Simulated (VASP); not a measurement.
Calculation: PBEsol GGA, VASP's PBE PAW potentials (set 64) (plane waves; VASP).

VASP ran on this input.

**POSCAR**
```
Pr
1
    3.6417982430     0.0000000000    -0.0000000000
   -1.8208991215     3.1538900855     0.0000000000
   -0.0000000000    -0.0000000000    11.7708958232
Pr
4
Direct
  1.0000000000   0.0000000000   0.0000000000
  1.0000000000   0.0000000000   0.5000000000
  0.3333330000   0.6666670000   0.2500000000
  0.6666670000   0.3333330000   0.7500000000
```

**INCAR**
```
SYSTEM = Pr
PREC = Accurate
ENCUT = 400
EDIFF = 1E-6
NELM = 100
ALGO = Normal
LREAL = .FALSE.
LASPH = .TRUE.
ISMEAR = 1
SIGMA = 0.1
GGA = PS
LMAXMIX = 6
LWAVE = .FALSE.
LCHARG = .FALSE.
IBRION = 2
ISIF = 3
NSW = 60
EDIFFG = -0.02
```

File KPOINTS:
```
Automatic mesh
0
Gamma
9 9 3
0 0 0
```

POTCAR, in this order: Pr_3 (PBE.64 set). Program: vasp_std.

The 4f electrons are frozen in the core of the lanthanide potential, so 4f levels, which can set the real gap, and their magnetism are missing.

Predict the energy per atom (σ→0), volume per atom, band gap (on the k-mesh).

```json
{
  "energy per atom (σ→0)": "-5.184 eV/atom",
  "band gap (on the k-mesh)": "none (metal, semimetal or under 0.01 eV)",
  "volume_per_atom": "34.08 Å³/atom"
}
```

### OSZICAR
```
...
DAV:   3    -0.207356315284E+02    0.49191E-02   -0.44844E-02  1794   0.117E+00    0.217E-01
DAV:   4    -0.207358203014E+02   -0.18877E-03   -0.30586E-03  1528   0.302E-01    0.133E-01
DAV:   5    -0.207363916070E+02   -0.57131E-03   -0.48437E-04  1738   0.142E-01    0.444E-02
DAV:   6    -0.207364496770E+02   -0.58070E-04   -0.17704E-04  1462   0.946E-02    0.161E-02
DAV:   7    -0.207364481046E+02    0.15724E-05   -0.13316E-05  1636   0.184E-02    0.362E-03
DAV:   8    -0.207364467206E+02    0.13840E-05   -0.30553E-06  1084   0.546E-03    0.132E-03
DAV:   9    -0.207364471297E+02   -0.40917E-06   -0.72201E-07   764   0.617E-03
   2 F= -.20736447E+02 E0= -.20735139E+02  d E =-.112533E-02
```

The structure comes from a computed database's Pr entry (P6_3/mmc); how it stands against other phases isn't given here. This run relaxes it. Symmetry was kept, so distortions that lower it aren't found. The start is the result of an earlier pass.
